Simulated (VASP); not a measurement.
Consider the following.

```yaml
crystal:
  lattice:
    - [2.85600, 0.00000, 0.00000]
    - [0.00000, 2.85600, 0.00000]
    - [0.00000, 0.00000, 3.74340]
  atoms:
    - { symbol: Cu, position: [0.00000, 0.00000, 0.00000] }
    - { symbol: Au, position: [0.50000, 0.50000, 0.50000] }
```

The numbers are results of RPBE GGA, VASP's PBE PAW potentials (set 64) (plane waves; VASP), not measurements. Settings: 400 eV cut-off, 11×11×9 Γ-centred mesh, first-order Methfessel-Paxton smearing of 0.10 eV, potentials Cu Au.

**Question.** Give the stress tensor in GPa (positive for a compressed cell).

**Answer.** 
```
1.47  0.00  0.00
0.00  1.47  0.00
0.00  0.00  1.59
```
The pressure is its mean diagonal, 1.51 GPa.

The compound is CuAu in the L1_0 structure. The cell was not relaxed at this level. The run is one of a series of settings (GGA = RP against the base run), some of them coarse on purpose.
